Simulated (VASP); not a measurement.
Input:

```yaml
crystal:
  lattice:
    - [0.00000, 1.78559, 1.78559]
    - [1.78559, 0.00000, 1.78559]
    - [1.78559, 1.78559, 0.00000]
  atoms:
    - { symbol: B, position: [0.00000, 0.00000, 0.00000] }
    - { symbol: N, position: [0.25000, 0.25000, 0.25000] }
```

These are PBE GGA with D4 dispersion, VASP's PBE PAW potentials (set 64) (plane waves; VASP 6.6.1) values and carry that method's errors. Settings: 520 eV cut-off, 12×12×12 Γ-centred mesh, Gaussian smearing of 0.050 eV, potentials B N.

### Question
Give the stress tensor in GPa (positive for a compressed cell).

### Answer

```
12.50   0.00   0.00
 0.00  12.50   0.00
 0.00   0.00  12.50
```
The pressure is its mean diagonal, 12.50 GPa.

The compound is BN in the zinc blende structure. This cell is one point of a volume scan, at 0.97 of the reference volume.
